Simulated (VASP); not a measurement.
Input:

```
C32Si31
1.0
    8.75833     0.00000     0.00000
    0.00000     8.75833     0.00000
    0.00000     0.00000     8.75833
Si C
31 32
Direct
  0.49927   0.99999   0.00044
  0.75030   0.24957   0.00071
  0.75030   0.00011   0.25019
  0.99986   0.99973   0.00035
  0.24980   0.24960   0.00026
  0.49996   0.49977   0.00067
  0.74978   0.74972   0.00037
  0.24973   0.99976   0.25015
  0.49838   0.25038   0.25109
  0.75011   0.50065   0.24999
  0.49999   0.00001   0.50040
  0.75011   0.24941   0.50126
  0.74980   0.99978   0.75025
  0.99997   0.49911   0.00048
  0.24970   0.75025   0.00055
  0.99978   0.24964   0.25021
  0.25037   0.49828   0.25076
  0.50067   0.75011   0.24981
  0.00002   0.99998   0.49970
  0.25049   0.25038   0.49884
  0.74991   0.74972   0.49656
  0.24985   0.00006   0.75067
  0.50077   0.24944   0.75054
  0.75005   0.49597   0.75043
  0.00016   0.75025   0.25010
  0.00022   0.49979   0.50038
  0.24943   0.75002   0.50107
  0.00024   0.24947   0.75084
  0.24948   0.50056   0.75060
  0.49619   0.74962   0.75030
  0.99996   0.74973   0.75019
  0.62567   0.12417   0.12484
  0.87594   0.37453   0.12441
  0.87593   0.12383   0.37514
  0.12491   0.12480   0.12540
  0.37458   0.37439   0.12521
  0.62528   0.62518   0.12523
  0.87487   0.87480   0.12517
  0.37459   0.12459   0.37508
  0.63937   0.36142   0.36209
  0.87540   0.62496   0.37462
  0.62528   0.12462   0.62575
  0.87546   0.37398   0.62562
  0.87491   0.12449   0.87547
  0.12420   0.62568   0.12462
  0.37458   0.87598   0.12427
  0.12475   0.37446   0.37497
  0.36125   0.63946   0.36157
  0.62507   0.87517   0.37459
  0.12438   0.12417   0.62617
  0.36144   0.36137   0.63986
  0.63924   0.63883   0.63950
  0.87526   0.87512   0.62606
  0.37471   0.12382   0.87636
  0.62517   0.37405   0.87579
  0.87531   0.62552   0.87573
  0.12387   0.87593   0.37505
  0.12479   0.62515   0.62572
  0.37424   0.87503   0.62547
  0.12389   0.37447   0.87648
  0.37420   0.62491   0.87580
  0.62559   0.87508   0.87569
  0.12473   0.87485   0.87532
```

The numbers are results of HSE06 screened hybrid, VASP's PBE PAW potentials (set 64) (plane waves; VASP 6.6.1), not measurements. Numerical set-up: PREC = Normal, LREAL = Auto, ISYM = 0, EDIFF = 1E-5, 400 eV cut-off, 1×1×1 Γ-centred mesh, Gaussian smearing of 0.050 eV, potentials Si C. Starting moments (MAGMOM): 63*0.0317. The cell's moment is fixed (NUPDOWN = 2).

The supercell is sampled at Γ alone, which is coarse: total energies, pressure and levels can be off, energies of defects by several tenths of an eV.

Task: Predict the cell moment, energy per atom (σ→0).

Result: 
```yaml
cell_moment: 2.00 μB
energy per atom (σ→0): -8.607 eV/atom
```

Task: Give the moment on each site (PAW-sphere projection).

Result: 
```csv
site,moment (μB)
Si1,0.01
Si2,0.00
Si3,0.00
Si4,0.00
Si5,0.00
Si6,0.00
Si7,0.00
Si8,0.00
Si9,-0.01
Si10,-0.01
Si11,0.00
Si12,-0.01
Si13,0.00
Si14,0.01
Si15,0.00
Si16,0.00
Si17,-0.01
Si18,-0.01
Si19,0.01
Si20,-0.01
Si21,0.01
Si22,0.00
Si23,-0.01
Si24,0.01
Si25,0.00
Si26,0.00
Si27,-0.01
Si28,0.00
Si29,-0.01
Si30,0.01
Si31,0.00
C32,0.03
C33,0.03
C34,0.03
C35,0.00
C36,0.00
C37,0.00
C38,0.00
C39,0.00
C40,0.36
C41,0.00
C42,0.00
C43,0.00
C44,0.00
C45,0.03
C46,0.03
C47,0.00
C48,0.37
C49,0.00
C50,0.03
C51,0.36
C52,-0.25
C53,-0.01
C54,0.03
C55,0.00
C56,-0.01
C57,0.03
C58,0.00
C59,0.00
C60,0.03
C61,0.00
C62,-0.01
C63,0.00
```

Only differences to runs with the same potentials and settings are physical.

The cell is a supercell with a defect, built from SiC (zinc blende): vac_Si. The cell's shape comes from a PBE relaxation.
